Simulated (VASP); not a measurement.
Given:

```yaml
crystal:
  lattice:
    - [2.88211, 0.00000, 0.00000]
    - [0.00000, 2.88211, 0.00000]
    - [0.00000, 0.00000, 2.88211]
  atoms:
    - { symbol: Ga, position: [0.50000, 0.50000, 0.50000] }
    - { symbol: Co, position: [0.00000, 0.00000, 0.00000] }
```

Computed with PBE GGA, VASP's PBE PAW potentials (set 64) (plane waves; VASP 6.6.1). Numerical set-up: PREC = Normal, EDIFF = 1E-5, 400 eV cut-off, 14×14×14 Γ-centred mesh, first-order Methfessel-Paxton smearing of 0.10 eV, potentials Ga_d Co.

Q: Estimate the energy per atom (σ→0), band gap (on the k-mesh) with the smallest direct gap where there is one.

A: 
```yaml
band gap (on the k-mesh): none (metal, semimetal or under 0.01 eV)
energy per atom (σ→0): -5.238 eV/atom
```

The absolute energy has meaning only against runs of the same code, potentials and settings.

The compound is CoGa in the CsCl type structure. It was relaxed first. The run is not spin-polarised, so no magnetic state was tried.
